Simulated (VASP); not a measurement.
# FeC23 (a cell with a defect) in VASP: further runs

One crystal, FeC23 (a cell with a defect), is run at these levels: PBEsol+U; tasks: relaxation of the atoms, single point.

Everything below comes from runs of VASP 6.6.1. Logs are shortened: lines on timing, memory, paths and dates and some standing lists are left out, and cuts for length are marked.

## (1) Starting point

The cell holds a defect, 24 atoms: a = 7.566 Å, b = 5.044 Å, c = 5.044 Å, α = 60.00°, β = 60.00°, γ = 60.00°.

## (2) Relaxation of the atoms, PBEsol+U, collinear spin, ferromagnetic start (atoms moved at random, drawn with an rms of 0.05 Å)

File INCAR:

```
PREC = Accurate ; ENCUT = 450
EDIFF = 1E-5 ; ISMEAR = 0
SIGMA = 0.03 ; LREAL = Auto
LASPH = True ; NELM = 120
ALGO = Normal ; ISIF = 2
LWAVE = False ; LCHARG = False
ISPIN = 2 ; MAGMOM = 2 0 0 0 0 0 0 0 0 0 0 0 0 0 0 0 0 0 0 0 0 0 0 0
LORBIT = 11 ; NUPDOWN = 2
LMAXMIX = 4 ; LDAU = True
LDAUTYPE = 2 ; LDAUL = 2 -1
LDAUU = 4 0 ; LDAUJ = 0 0
LDAUPRINT = 1 ; GGA = PS
IBRION = 2 ; NSW = 60
EDIFFG = -0.03 ; ISYM = 0
KPAR = 4
```

File KPOINTS:

```
Automatic mesh
0
Gamma
  3 4 4
```

File POSCAR:

```
FeC23
1.0
    0.0000000000      5.3503200000      5.3503200000
    3.5668800000      0.0000000000      3.5668800000
    3.5668800000      3.5668800000      0.0000000000
Fe C
1 23
Direct
    0.0015940000     -0.0072120000     -0.0095050000
    0.0025250000     -0.0067170000      0.5108820000
    0.0078370000      0.4957910000     -0.0032430000
    0.0006120000      0.5021710000      0.5046670000
    0.3318910000      0.0052250000      0.0037550000
    0.3347420000      0.0089430000      0.4913360000
    0.3330570000      0.5009720000     -0.0107880000
    0.3440070000      0.5023800000      0.4847400000
    0.6556270000      0.0043510000      0.0083080000
    0.6716790000     -0.0043130000      0.5030580000
    0.6607670000      0.5096790000      0.0004540000
    0.6654280000      0.4940170000      0.5009270000
    0.0975260000      0.1060700000      0.1278990000
    0.0878570000      0.1247040000      0.6183220000
    0.0813200000      0.6189570000      0.1263670000
    0.0759830000      0.6315270000      0.6263370000
    0.4096550000      0.1363390000      0.1235610000
    0.4103090000      0.1329750000      0.6224700000
    0.4143720000      0.6314260000      0.1210950000
    0.4223900000      0.6152760000      0.6265110000
    0.7433560000      0.1389270000      0.1168050000
    0.7504580000      0.1314330000      0.6295470000
    0.7415780000      0.6258430000      0.1334850000
    0.7453650000      0.6315470000      0.6263150000
```

Potentials or basis: VASP PAW PBE potentials, release 64 (Fe, C).

The run is started by

```
> cat potpaw_PBE.64/Fe/POTCAR potpaw_PBE.64/C/POTCAR > POTCAR
> mpirun -np 4 vasp_std > vasp.out
```

OUTCAR:

```text
PREC = Accurate
   ENCUT = 450
   EDIFF = 1E-5
   ISMEAR = 0
   LREAL = Auto
   LASPH = True
   NELM = 120
   ISIF = 2
   ISPIN = 2
   LORBIT = 11
   NUPDOWN = 2
   GGA = PS
   IBRION = 2
   NSW = 60
   EDIFFG = -0.03
   ISYM = 0

 ion  position               nearest neighbor table
   1  0.002  0.993  0.990-  14 1.53  15 1.54  21 1.60  13 1.63   2 2.41   3 2.47   7 2.49   4 2.51
                             6 2.52   4 2.54  10 2.54   9 2.55   5 2.57   3 2.58  11 2.59
   2  0.003  0.993  0.511-  16 1.49  14 1.51  22 1.56  13 1.58   1 2.41
   3  0.008  0.496  0.997-  15 1.50  16 1.53  13 1.61  23 1.65   1 2.47   1 2.58
   4  0.001  0.502  0.505-  16 1.50  14 1.56  15 1.56  24 1.58   1 2.51   1 2.54
   5  0.332  0.005  0.004-  13 1.45  17 1.51  19 1.54  18 1.57   1 2.57
   6  0.335  0.009  0.491-  17 1.52  18 1.52  14 1.53  20 1.62   1 2.52
   7  0.333  0.501  0.989-  20 1.49  17 1.50  15 1.56  19 1.58   1 2.49
   8  0.344  0.502  0.485-  19 1.50  18 1.53  20 1.54  16 1.66
   9  0.656  0.004  0.008-  17 1.52  21 1.54  23 1.56  22 1.56   1 2.55
  10  0.672  0.996  0.503-  24 1.50  22 1.57  21 1.59  18 1.62   1 2.54
  11  0.661  0.510  0.000-  19 1.52  23 1.53  21 1.53  24 1.54   1 2.59
  12  0.665  0.494  0.501-  22 1.49  20 1.50  23 1.51  24 1.58
  13  0.098  0.106  0.128-   5 1.45   2 1.58   3 1.61   1 1.63
  14  0.088  0.125  0.618-   2 1.51   6 1.53   1 1.53   4 1.56
  15  0.081  0.619  0.126-   3 1.50   1 1.54   7 1.56   4 1.56
  16  0.076  0.632  0.626-   2 1.49   4 1.50   3 1.53   8 1.66
  17  0.410  0.136  0.124-   7 1.50   5 1.51   6 1.52   9 1.52
  18  0.410  0.133  0.622-   6 1.52   8 1.53   5 1.57  10 1.62
  19  0.414  0.631  0.121-   8 1.50  11 1.52   5 1.54   7 1.58
  20  0.422  0.615  0.627-   7 1.49  12 1.50   8 1.54   6 1.62
  21  0.743  0.139  0.117-  11 1.53   9 1.54  10 1.59   1 1.60
  22  0.750  0.131  0.630-  12 1.49   2 1.56   9 1.56  10 1.57
  23  0.742  0.626  0.133-  12 1.51  11 1.53   9 1.56   3 1.65
  24  0.745  0.632  0.626-  10 1.50  11 1.54   4 1.58  12 1.58

IMPORTANT INFORMATION: All symmetrisations will be switched off!
NOSYMM: (Re-)initialisation of all symmetry stuff for point group C_1.

----------------------------------------------------------------------------------------

                                     Primitive cell

  volume of cell :     136.1403

  direct lattice vectors                    reciprocal lattice vectors
     0.000000000  5.350320000  5.350320000    -0.093452354  0.093452354  0.093452354
     3.566880000  0.000000000  3.566880000     0.140178531 -0.140178531  0.140178531
     3.566880000  3.566880000  0.000000000     0.140178531  0.140178531 -0.140178531

  length of vectors
     7.566495107  5.044330071  5.044330071     0.161864226  0.242796338  0.242796338

  position of ions in fractional coordinates (direct lattice)
     0.001594000  0.992788000  0.990495000
     0.002525000  0.993283000  0.510882000
     0.007837000  0.495791000  0.996757000
     0.000612000  0.502171000  0.504667000
     0.331891000  0.005225000  0.003755000
     0.334742000  0.008943000  0.491336000
[... 16 lines left out ...]
     0.741578000  0.625843000  0.133485000
     0.745365000  0.631547000  0.626315000

  ion indices of the primitive-cell ions
   primitive index   ion index
                 1           1
                 2           2
                 3           3
                 4           4
                 5           5
                 6           6
[... 16 lines left out ...]
                23          23
                24          24

----------------------------------------------------------------------------------------

 KPOINTS: Automatic mesh

Automatic generation of k-mesh.
 Grid dimensions read from file:
 generate k-points for:    3    4    4

 Generating k-lattice:

[... 132 lines left out ...]

 Free energy of the ion-electron system (eV)
  ---------------------------------------------------
  ext. energy  EPLUGINS =         0.00000000
  ---------------------------------------------------
  free energy    TOTEN  =      -215.23654793 eV

  energy without entropy =     -215.23467593  energy(sigma->0) =     -215.23561193

------------------------ aborting loop because EDIFF is reached ----------------------------------------

  FORCE on cell =-STRESS in cart. coord.  units (eV):
  Direction    XX          YY          ZZ          XY          YZ          ZX
  --------------------------------------------------------------------------------------
  -------------------------------------------------------------------------------------
  Total       24.7820839     28.1357183     26.1784073     -2.6635727     -1.2483462     -1.8364115
  in kB      291.6497807    331.1172744    308.0825160    -31.3464511    -14.6912539    -21.6119445
  external PRESSURE =     310.2831904 kB  Pullay stress =       0.0000000 kB
[... 157 lines left out ...]
  FREE ENERGIE OF THE ION-ELECTRON SYSTEM (eV)
  ---------------------------------------------------
  free  energy   TOTEN  =      -218.8672928721 eV

  energy  without entropy=     -218.8658806584  energy(sigma->0) =     -218.86658677

[... ionic steps 4 to 13 ...]

--------------------------------------- Ionic step       14  -------------------------------------------

 number of electron     100.0000012 magnetization       2.0000000

------------------------ aborting loop because EDIFF is reached ----------------------------------------
[... 105 lines left out ...]
  FREE ENERGIE OF THE ION-ELECTRON SYSTEM (eV)
  ---------------------------------------------------
  free  energy   TOTEN  =      -219.2954610930 eV

  energy  without entropy=     -219.2945253957  energy(sigma->0) =     -219.29499324

atom =   1  type =  1  l = 2

 onsite density matrix

spin component  1

  0.8592 -0.0107 -0.0121  0.0041  0.0012
 -0.0107  0.8524 -0.0026 -0.0153  0.0052
 -0.0121 -0.0026  0.9487  0.0042 -0.0078
  0.0041 -0.0153  0.0042  0.8635  0.0101
  0.0012  0.0052 -0.0078  0.0101  0.9583

spin component  2

  0.6111  0.0193 -0.0022 -0.0118 -0.0424
  0.0193  0.5228  0.0117  0.0200 -0.0189
 -0.0022  0.0117  0.7126  0.0322  0.3709
 -0.0118  0.0200  0.0322  0.6098 -0.0186
 -0.0424 -0.0189  0.3709 -0.0186  0.2906

 occupancies and eigenvectors

  o =  0.0696  v =  0.0000  0.0000  0.0000  0.0000  0.0000  0.0651  0.0435 -0.4999  0.0593  0.8605      0.0000  0.0000  0.0000  0.0000  0.0000  0.0000  0.0000  0.0000  0.0000  0.0000
  o =  0.5138  v =  0.0000  0.0000  0.0000  0.0000  0.0000  0.2219 -0.9478 -0.0036  0.2288  0.0132      0.0000  0.0000  0.0000  0.0000  0.0000  0.0000  0.0000  0.0000  0.0000  0.0000
  o =  0.6128  v =  0.0000  0.0000  0.0000  0.0000  0.0000 -0.6232 -0.3157 -0.0517 -0.7089  0.0819      0.0000  0.0000  0.0000  0.0000  0.0000  0.0000  0.0000  0.0000  0.0000  0.0000
  o =  0.6195  v =  0.0000  0.0000  0.0000  0.0000  0.0000  0.7434  0.0145  0.0875 -0.6618  0.0394      0.0000  0.0000  0.0000  0.0000  0.0000  0.0000  0.0000  0.0000  0.0000  0.0000
  o =  0.8384  v = -0.3510 -0.8105 -0.0344 -0.4615  0.0752  0.0000  0.0000  0.0000  0.0000  0.0000      0.0000  0.0000  0.0000  0.0000  0.0000  0.0000  0.0000  0.0000  0.0000  0.0000
  o =  0.8548  v =  0.8113 -0.0297  0.1340 -0.5653  0.0578  0.0000  0.0000  0.0000  0.0000  0.0000      0.0000  0.0000  0.0000  0.0000  0.0000  0.0000  0.0000  0.0000  0.0000  0.0000
  o =  0.8788  v =  0.4502 -0.5838  0.0092  0.6735 -0.0534  0.0000  0.0000  0.0000  0.0000  0.0000      0.0000  0.0000  0.0000  0.0000  0.0000  0.0000  0.0000  0.0000  0.0000  0.0000
  o =  0.9312  v =  0.0000  0.0000  0.0000  0.0000  0.0000  0.0743 -0.0008 -0.8601 -0.0601 -0.5011      0.0000  0.0000  0.0000  0.0000  0.0000  0.0000  0.0000  0.0000  0.0000  0.0000
  o =  0.9463  v = -0.1081 -0.0006  0.8609  0.0986  0.4872  0.0000  0.0000  0.0000  0.0000  0.0000      0.0000  0.0000  0.0000  0.0000  0.0000  0.0000  0.0000  0.0000  0.0000  0.0000
  o =  0.9638  v =  0.0650  0.0367 -0.4894  0.0638  0.8665  0.0000  0.0000  0.0000  0.0000  0.0000      0.0000  0.0000  0.0000  0.0000  0.0000  0.0000  0.0000  0.0000  0.0000  0.0000

--------------------------------------- Ionic step       16  -------------------------------------------

 number of electron     100.0000012 magnetization       2.0000000

 Free energy of the ion-electron system (eV)
  ---------------------------------------------------
  ext. energy  EPLUGINS =         0.00000000
  ---------------------------------------------------
  free energy    TOTEN  =      -219.29559474 eV

  energy without entropy =     -219.29465997  energy(sigma->0) =     -219.29512735

 E-fermi :  10.5446     XC(G=0): -13.6163

 val. band max:       11.9216024512   @ k =   0.3333   0.5000   0.5000
 cond. band min:      11.9655677291   @ k =   0.3333  -0.2500   0.2500
 fundamental gap:      0.0439652779
 Fermi energy:        11.9516922747

 spin component 1

 k-point     1 :       0.0000    0.0000    0.0000
  band No.  band energies     occupation
      1     -11.7297      1.00000
      2      -8.8832      1.00000
      3      -8.5686      1.00000
      4      -6.2614      1.00000
      5      -6.1252      1.00000
      6      -6.1160      1.00000
[... 3113 lines left out ...]
     61      17.5205      0.00000
     62      17.7631      0.00000

 [... further k-points ...]

 [bands above 62 left out]

------------------------ aborting loop because EDIFF is reached ----------------------------------------

  FORCE on cell =-STRESS in cart. coord.  units (eV):
  Direction    XX          YY          ZZ          XY          YZ          ZX
  --------------------------------------------------------------------------------------
  -------------------------------------------------------------------------------------
  Total       22.4225560     17.7611034     17.5412750     -2.7974229      1.8160233     -2.5524660
  in kB      263.8815032    209.0228542    206.4357880    -32.9216774     21.3720038    -30.0388840
  external PRESSURE =     226.4467151 kB  Pullay stress =       0.0000000 kB
[... 39 lines left out ...]
  FREE ENERGIE OF THE ION-ELECTRON SYSTEM (eV)
  ---------------------------------------------------
  free  energy   TOTEN  =      -219.2955947388 eV

  energy  without entropy=     -219.2946599697  energy(sigma->0) =     -219.29512735

 reached required accuracy - stopping structural energy minimisation

 total charge

# of ion       s       p       d       tot
------------------------------------------
    1        0.778   0.853   7.165   8.796
    2        0.834   1.767   0.000   2.600
    3        0.834   1.767   0.000   2.601
    4        0.828   1.747   0.000   2.575
    5        0.837   1.784   0.000   2.620
    6        0.831   1.755   0.000   2.586
[... 16 lines left out ...]
   23        0.828   1.738   0.000   2.566
   24        0.826   1.726   0.000   2.552
--------------------------------------------------
tot         19.995  41.384   7.165  68.544

 magnetization (x)

# of ion       s       p       d       tot
------------------------------------------
    1        0.014   0.083   1.732   1.829
    2        0.002   0.004   0.000   0.006
    3        0.002   0.005   0.000   0.006
    4        0.006   0.018   0.000   0.025
    5        0.005   0.009   0.000   0.014
    6        0.001   0.003   0.000   0.004
[... 16 lines left out ...]
   23        0.001   0.003   0.000   0.004
   24        0.001   0.004   0.000   0.005
--------------------------------------------------
tot          0.040   0.055   1.732   1.827
```

Wall time 35 min (4 MPI ranks of Intel Xeon 6975P-C (Granite Rapids), shared host); peak memory 0.45 GiB.

What came out:

| Property | Result |
| --- | --- |
| Free energy | -219.2956 eV |
| Energy gained by relaxing | 169.1 meV/atom |
| Ionic steps | 16 |
| Largest force after relaxing | 0.029 eV/Å |
| Net moment | 2.00 μB per cell |
| Site moments | Fe +1.83; C +0.01, +0.03, +0.00, -0.00, -0.04, -0.03 μB |
| Valence electrons inside the program's atomic spheres | Fe 8.80; C 2.60, 2.58, 2.62, 2.59, 2.61, 2.67, 2.65, 2.57, 2.55 |

Forces in eV/Å, atoms in the order of the input:
```
Fe   0.004 -0.001  0.011
C    0.002  0.009 -0.004
C   -0.003 -0.004  0.004
C    0.003 -0.008  0.002
C    0.018  0.004  0.004
C   -0.006 -0.001 -0.002
C   -0.004 -0.012 -0.006
C    0.012  0.008  0.006
C    0.001  0.007  0.005
C    0.005  0.002  0.003
C    0.012 -0.002  0.007
C   -0.007  0.002  0.011
C   -0.020 -0.005 -0.021
C   -0.011 -0.001  0.021
C   -0.008  0.017  0.005
C    0.000 -0.006 -0.014
C   -0.008 -0.014 -0.011
C    0.006 -0.009  0.006
C    0.004  0.001 -0.003
C   -0.007  0.007  0.006
C    0.009 -0.011 -0.014
C    0.000  0.007 -0.008
C   -0.002  0.000 -0.013
C   -0.002  0.010  0.008
```

Step by step:
```tsv
step	energy change (eV)	largest force (eV/Å)	pressure (GPa)
1	0.0000	10.9375	31.03
2	4.3592	7.9064	30.19
3	-3.6307	2.5871	22.99
4	-3.6064	3.2434	23.55
5	-3.9518	0.9042	22.73
6	-4.0268	0.5786	22.73
7	-4.0346	0.3868	22.69
8	-4.0496	0.3723	22.58
9	-4.0511	0.2296	22.61
10	-4.0560	0.1753	22.61
11	-4.0560	0.1568	22.65
12	-4.0582	0.0704	22.67
13	-4.0582	0.0692	22.62
14	-4.0589	0.0395	22.49
15	-4.0589	0.0394	22.60
16	-4.0590	0.0293	22.64
```

Final structure:
```
Fe C
1.0
     0.00000    5.35032    5.35032
     3.56688    0.00000    3.56688
     3.56688    3.56688    0.00000
Fe C
1 23
Direct
  0.99411 0.00159 0.00154
  0.00049 0.00145 0.49757
  0.00055 0.49976 0.99914
  0.00000 0.50122 0.49951
  0.33242 0.00315 0.00110
  0.33873 0.00039 0.49046
  0.33895 0.49203 0.99850
  0.33196 0.50198 0.49989
  0.66794 0.00009 0.99784
  0.65916 0.00467 0.50648
  0.65916 0.50882 0.00236
  0.66701 0.50126 0.49904
  0.09380 0.13783 0.13545
  0.09685 0.13699 0.58057
  0.09738 0.58102 0.13540
  0.08403 0.62595 0.62374
  0.42593 0.11887 0.11710
  0.41208 0.12712 0.63005
  0.41209 0.63209 0.12511
  0.41764 0.62482 0.62286
  0.71107 0.14795 0.14529
  0.75047 0.12753 0.62377
  0.75056 0.62612 0.12519
  0.74760 0.62761 0.62536
```

Eigenvalues of the final occupation matrices:
| site | spin | trace | eigenvalues |
| --- | --- | --- | --- |
| site 1 d | 1 | 4.48 | 0.84 0.85 0.88 0.95 0.96 |
| site 1 d | 2 | 2.75 | 0.07 0.51 0.61 0.62 0.93 |

Caveat: the k mesh is coarse (spacing up to 0.38 Å⁻¹), so the values aren't converged; the cutoff is under 1.25 times the usual one of these potentials, so pressure, stress and relaxed cells hold a basis-set (Pulay) error; the PAW data sets were made with another functional, which shifts forces and pressure a little; the total moment is fixed, so each spin has its own Fermi level; the U is typed as a test and isn't derived for this compound. The state reached can hang on the start; a lower one may exist.

(Part 1 of 3 ends here.)
